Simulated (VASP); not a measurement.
The system is GaAs.

```xyz
2
Lattice="0.0000 2.8194 2.8406 2.8194 0.0000 2.8406 2.8194 2.8194 0.0000" Properties=species:S:1:pos:R:3 pbc="T T T"
Ga    0.0000    0.0000    0.0000
As    1.4097    1.4097    1.4203
```

The cell was built by a generator and isn't the measured one.

Base run:

| Item | Value |
| --- | --- |
| Program | VASP 6.6.1 |
| Functional | PBE |
| Potentials or basis | VASP PAW PBE potentials, release 64 (Ga_d, As) |
| Cutoff | 520 eV |
| k mesh | 8 × 8 × 8 |
| Occupations | gaussian, width 0.02 eV |
| Spin | non-collinear spin, zero start, spin-orbit coupling |
| Starting moments | [[0.0, 0.0, 0.0], [0.0, 0.0, 0.0]] μB |

Its results: pressure 3.5 GPa; net moment 0.00 μB per cell.

The run is repeated on the same cell with these changes: functional from PBE to LDA; potentials or basis from VASP PAW PBE potentials, release 64 (Ga_d, As) to VASP PAW LDA potentials, release 64 (Ga_d, As). What comes out?

Pressure -1.6 GPa; net moment 0.00 μB per cell.

Not every run made on this cell is shown here.
